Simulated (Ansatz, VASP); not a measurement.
# SnO (tetragonal SnO 3 layers, AA): VASP beside Ansatz, part 2 of 2

Wanted: the spread between two codes on one cell, functional and k mesh. The structure shown is the start of the Ansatz relaxation below; VASP solves that cell, so the two are compared at the walk's first step.

VASP 6.6.1 and Ansatz 0.2.0.

So far: Starting point; Ansatz: relaxation, PBE with D3(BJ).

## Step 3: VASP: single point, PBE with D3(BJ), start cell

Level of this step: PBE with D3(BJ); plane waves and PAW (Sn_d, O) (VASP).

The same cell, functional, mesh and smearing now go to VASP, with its own data sets.

Lines of VASP's logs that name or quote its potential files are left out, and so is its time.

The input, INCAR:

```
SYSTEM = SnO
PREC = Accurate
ENCUT = 520
EDIFF = 1E-06
NELM = 120
ISMEAR = -1
SIGMA = 0.05
LREAL = .FALSE.
ALGO = Normal
GGA = PE
IVDW = 12
NBANDS = 74
LORBIT = 11
LWAVE = .FALSE.
LCHARG = .FALSE.
ISIF = 2
LDIPOL = .TRUE.
IDIPOL = 3
DIPOL = 0.5 0.5 0.5
LVHAR = .TRUE.
LASPH = .TRUE.
GGA_COMPAT = .FALSE.
EFERMI = MIDGAP
NELMDL = -8
KPAR = 2
```

The input, POSCAR:

```
SnO
1.0
    3.8500000000      0.0000000000      0.0000000000
    0.0000000000      3.8500000000      0.0000000000
    0.0000000000      0.0000000000     51.4426410000
Sn O
6 6
Direct
    0.5000000000      0.0000000000      0.4004460035
    0.0000000000      0.5000000000      0.4279370882
    0.5000000000      0.0000000000      0.4862544674
    0.0000000000      0.5000000000      0.5137455326
    0.5000000000      0.0000000000      0.5720629118
    0.0000000000      0.5000000000      0.5995539965
    0.0000000000      0.0000000000      0.4141915459
    0.5000000000      0.5000000000      0.4141915459
    0.0000000000      0.0000000000      0.4999999903
    0.5000000000      0.5000000000      0.4999999903
    0.0000000000      0.0000000000      0.5858084541
    0.5000000000      0.5000000000      0.5858084541
```

The input, KPOINTS:

```
Automatic mesh
0
Gamma
8 8 1
0 0 0
```

The projector-augmented-wave data sets are Sn_d and O (PBE family, release 64).

On the command line:

```
mpirun -np 2 vasp_std
```

Numbers of over 12 decimals in the logs are rounded to 6 here.

Log:

```text
[banner, memory and clock lines left out]
running    2 mpi-ranks, on    1 nodes
 distrk:  each k-point on    1 cores,    2 groups
 distr:  one band on    1 cores,    1 groups

 POSCAR found type information on POSCAR SnO
 POSCAR found :  2 types and      12 ions
 LDA part: xc-table for (Slater+PW92), standard interpolation
|                                                                             |
|           W    W    AA    RRRRR   N    N  II  N    N   GGGG   !!!           |
|           W    W   A  A   R    R  NN   N  II  NN   N  G    G  !!!           |
|           W    W  A    A  R    R  N N  N  II  N N  N  G       !!!           |
|           W WW W  AAAAAA  RRRRR   N  N N  II  N  N N  G  GGG   !            |
|           WW  WW  A    A  R   R   N   NN  II  N   NN  G    G                |
|           W    W  A    A  R    R  N    N  II  N    N   GGGG   !!!           |
|                                                                             |
|     One of the lattice vectors is very long (>50 A), but AMIN is rather     |
|     large. This can spoil convergence since charge sloshing might occur     |
|     along the long lattice vector. If problems with convergence are         |
|     observed, try to decrease AMIN to a smaller value (e.g. 0.01).          |
|     Note: This warning only applies if the self-consistency cycle is        |
|     used.                                                                   |
|                                                                             |

 POSCAR, INCAR and KPOINTS ok, starting setup
 FFT: planning ... GRIDC
 FFT: planning ... GRID_SOFT
 FFT: planning ... GRID
 WAVECAR not read
 entering main loop
       N       E                     dE             d eps       ncg     rms          rms(c)
DAV:   1     0.134423175468E+04    0.13442E+04   -0.56519E+04  2580   0.157E+03
DAV:   2     0.187259729129E+03   -0.11570E+04   -0.11235E+04  2524   0.401E+02
DAV:   3    -0.515159856582E+02   -0.23878E+03   -0.23555E+03  2784   0.211E+02
DAV:   4    -0.679209476604E+02   -0.16405E+02   -0.16233E+02  2612   0.586E+01
DAV:   5    -0.684857939714E+02   -0.56485E+00   -0.56352E+00  2680   0.109E+01
DAV:   6    -0.685120384952E+02   -0.26245E-01   -0.26241E-01  3142   0.240E+00
DAV:   7    -0.685127981524E+02   -0.75966E-03   -0.75963E-03  3238   0.364E-01
DAV:   8    -0.685128210419E+02   -0.22890E-04   -0.22888E-04  3396   0.576E-02    0.223E+01
DAV:   9    -0.567026977527E+02    0.11810E+02   -0.49888E+01  3542   0.488E+01    0.861E+00
DAV:  10    -0.570369606818E+02   -0.33426E+00   -0.69248E+00  2376   0.994E+00    0.517E+00
DAV:  11    -0.569815050530E+02    0.55456E-01   -0.13439E+00  3452   0.879E+00    0.190E+00
DAV:  12    -0.569271903265E+02    0.54315E-01   -0.39496E-01  3252   0.502E+00    0.438E-01
DAV:  13    -0.569319139224E+02   -0.47236E-02   -0.39069E-02  2414   0.932E-01    0.193E-01
DAV:  14    -0.569327491490E+02   -0.83523E-03   -0.45021E-03  3068   0.569E-01    0.111E-01
[...]
DAV:  19    -0.569328800070E+02   -0.42547E-04   -0.26258E-06  1722   0.142E-02    0.207E-03
DAV:  20    -0.569329085844E+02   -0.28577E-04   -0.17967E-06  1776   0.546E-03    0.219E-03
DAV:  21    -0.569329473078E+02   -0.38723E-04   -0.28158E-06  1604   0.123E-02    0.113E-03
DAV:  22    -0.569329543404E+02   -0.70326E-05   -0.33874E-07  1708   0.516E-03    0.703E-04
DAV:  23    -0.569329623772E+02   -0.80368E-05   -0.29615E-07  1522   0.234E-03    0.411E-04
DAV:  24    -0.569329645130E+02   -0.21358E-05   -0.43559E-08  1572   0.176E-03    0.209E-04
DAV:  25    -0.569329673423E+02   -0.28293E-05   -0.39866E-08  1532   0.181E-03    0.322E-04
DAV:  26    -0.569329680534E+02   -0.71103E-06   -0.12003E-08  1474   0.130E-03
   1 F= -.59446459E+02 E0= -.59443207E+02  d E =-.650549E-02
```

Parts of OUTCAR (step 3):

```text
ion  position               nearest neighbor table
   1  0.500  0.000  0.400-   7 2.05   8 2.05   8 2.05   7 2.05   2 3.07   2 3.07   2 3.07   2 3.07

  LATTYP: Found a simple tetragonal cell.
 ALAT       =     3.8500000000
 C/A-ratio  =    13.3617249351

 Subroutine GETGRP returns: Found 16 space group operations
 (whereof  8 operations were pure point group operations)

The static configuration has the point symmetry D_2d.
 The point group associated with its full space group is D_4h.

 Found     15 irreducible k-points:

   k-points           NKPTS =     15   k-points in BZ     NKDIM =     15   number of bands    NBANDS=     74

   dimension x,y,z NGX =    30 NGY =   30 NGZ =  384
   dimension x,y,z NGXF=    60 NGYF=   60 NGZF=  768

   ENCUT  =  520.0 eV  38.22 Ry    6.18 a.u.   7.16  7.16 95.65*2*pi/ulx,y,z

   NELECT =     120.0000    total number of electrons

 k-points in reciprocal lattice and weights: Automatic mesh
   0.00000000  0.00000000  0.00000000       0.016
   0.12500000  0.00000000  0.00000000       0.062
   0.25000000  0.00000000  0.00000000       0.062
   0.37500000  0.00000000  0.00000000       0.062
   0.50000000  0.00000000  0.00000000       0.031
   0.12500000  0.12500000  0.00000000       0.062
   0.25000000  0.12500000  0.00000000       0.125
   0.37500000  0.12500000  0.00000000       0.125
   0.50000000  0.12500000  0.00000000       0.062
[...]
0.50000000  0.37500000  0.00000000       0.062
   0.50000000  0.50000000  0.00000000       0.016

 dipolmoment           0.000000      0.000000      0.000005 electrons x Angstroem

 average (electrostatic) potential at core
       1-108.4947       2-108.6864       3-108.6728       4-108.6728       5-108.6864
       6-108.4946       7 -78.7474       8 -78.7474       9 -78.7883      10 -78.7883
      11 -78.7474      12 -78.7474

 E-fermi :  -1.2899

 k-point     1 :       0.0000    0.0000    0.0000
  band No.  band energies     occupation
    ...
     57      -4.6255      2.00000
     58      -2.6397      2.00000
     59      -2.5387      2.00000
     60      -2.5102      2.00000
     61      -1.4212      1.86489
     62      -0.7520      0.00004
     63      -0.0015      0.00000
     64       0.2419      0.00000
     65       1.9855      0.00000
     66       2.3498      0.00000
    ...

 k-point     2 :       0.1250    0.0000    0.0000
  band No.  band energies     occupation
    ...
     56      -4.7781      2.00000
     57      -3.9991      2.00000
     58      -2.2977      2.00000
     59      -2.2744      2.00000
     60      -2.2084      2.00000
     61      -1.1362      0.08839
     62      -0.5226      0.00000
     63       0.2218      0.00000
     64       0.5270      0.00000
     65       1.1679      0.00000
    ...

 k-point     3 :       0.2500    0.0000    0.0000
  band No.  band energies     occupation
    ...
     56      -3.8698      2.00000
     57      -3.0261      2.00000
     58      -2.0538      2.00000
     59      -1.6784      1.99916
     60      -1.6224      1.99741
     61      -0.1627      0.00000
     62       0.1748      0.00000
     63       0.4088      0.00000
     64       0.8138      0.00000
     65       1.2028      0.00000
    ...

 Edisp (eV)   -2.51349

  Total      60.79777    60.79777    26.33409     0.00000     0.00000     0.00000
  in kB     127.74782   127.74782    55.33300     0.00000     0.00000     0.00000
  external pressure =      103.61 kB  Pullay stress =        0.00 kB

  energy-cutoff  :      520.00
  volume of cell :      762.51
      direct lattice vectors                 reciprocal lattice vectors
     3.850000000  0.000000000  0.000000000     0.259740260  0.000000000  0.000000000
     0.000000000  3.850000000  0.000000000     0.000000000  0.259740260  0.000000000
     0.000000000  0.000000000 51.442641000     0.000000000  0.000000000  0.019439126

 POSITION                                       TOTAL-FORCE (eV/Angst)
 -----------------------------------------------------------------------------------
      1.92500      0.00000     20.60000         0.000000      0.000000     -7.369966
      0.00000      1.92500     22.01421        -0.000000      0.000000      7.757741
      1.92500      0.00000     25.01421        -0.000000      0.000000     -7.443162
      0.00000      1.92500     26.42843         0.000000      0.000000      7.443162
      1.92500      0.00000     29.42843         0.000000     -0.000000     -7.757741
      0.00000      1.92500     30.84264        -0.000000      0.000000      7.369966
      0.00000      0.00000     21.30711        -0.000000     -0.000000      0.110424
      1.92500      1.92500     21.30711         0.000000     -0.000000      0.110424
      0.00000      0.00000     25.72132        -0.000000     -0.000000      0.000000
      1.92500      1.92500     25.72132         0.000000      0.000000      0.000000
      0.00000      0.00000     30.13553        -0.000000      0.000000     -0.110424
      1.92500      1.92500     30.13553        -0.000000      0.000000     -0.110424
 -----------------------------------------------------------------------------------
    total drift:                                0.000000      0.000000      0.002137

  FREE ENERGIE OF THE ION-ELECTRON SYSTEM (eV)
  ---------------------------------------------------
  free  energy   TOTEN  =       -59.4464592538 eV

  energy  without entropy=      -59.4399537682  energy(sigma->0) =      -59.44320651

 vacuum level on the upper side and lower side of the slab         3.317         3.317

 total charge
# of ion       s       p       d       tot
------------------------------------------
    1        1.303   0.985  10.218  12.506
    2        1.268   0.987  10.226  12.481
    3        1.262   0.988  10.226  12.477
    4        1.262   0.988  10.226  12.477
    5        1.268   0.987  10.226  12.481
    6        1.303   0.985  10.218  12.506
    7        1.592   3.573   0.000   5.166
    8        1.592   3.573   0.000   5.166
    9        1.590   3.573   0.000   5.164
   10        1.590   3.573   0.000   5.164
   11        1.592   3.573   0.000   5.166
   12        1.592   3.573   0.000   5.166
--------------------------------------------------
tot         17.217  27.360  61.341 105.918

[... 3 further parts left out ...]
```

## Step 4: Differences

Known differences besides the potentials themselves: Ansatz cuts the interaction across the vacuum, VASP repeats the sheet with a dipole correction; the cutoff is 420 eV in Ansatz and 520 eV in VASP. Total energies have different zeros and are not compared.

Forces on 7 of the 12 atoms, those with the largest forces and the largest differences (eV/Å; atoms numbered as in POSCAR):

| atom | Ansatz x, y, z | VASP x, y, z |
| --- | --- | --- |
| Sn1 | 0.000, 0.000, -7.276 | 0.000, 0.000, -7.370 |
| Sn2 | 0.000, 0.000, 7.662 | 0.000, 0.000, 7.758 |
| Sn3 | 0.000, 0.000, -7.349 | 0.000, 0.000, -7.443 |
| Sn4 | 0.000, 0.000, 7.349 | 0.000, 0.000, 7.443 |
| Sn5 | 0.000, 0.000, -7.662 | 0.000, 0.000, -7.758 |
| Sn6 | 0.000, 0.000, 7.276 | 0.000, 0.000, 7.370 |
| O7 | 0.000, 0.000, 0.105 | 0.000, 0.000, 0.110 |

The forces differ by 39 meV/Å r.m.s., which is 1.3 % of the r.m.s. force of 3.072 eV/Å (both taken over all components). With vacuum in the cell, a pressure given here is an average over mostly empty space and none of the material.

## Step 5: Results

```
r.m.s. force difference (single point, PBE with D3(BJ), start cell) : 1.3 % of the r.m.s. force
```

What this shows: The r.m.s. force difference is 1.3 % of the r.m.s. force (single point, PBE with D3(BJ), start cell), within the 3 % picked in this series as the mark of a large difference. 1 further run of this series is not shown here. How closely two codes agree says nothing of how well the functional describes the real material.

[Lines on the potential files, build, host, timing and source positions are cut from VASP's logs without a mark.]

[Logs are printed without paths, hosts, clocks, repeated set-up lines and the standing remarks that a program may print on its own settings, such as how far it seeks lower states.]

[Hosts, paths, dates, database ids (printed as entryN), source tags and the programs' standing remarks are cut or masked in the printed files.]
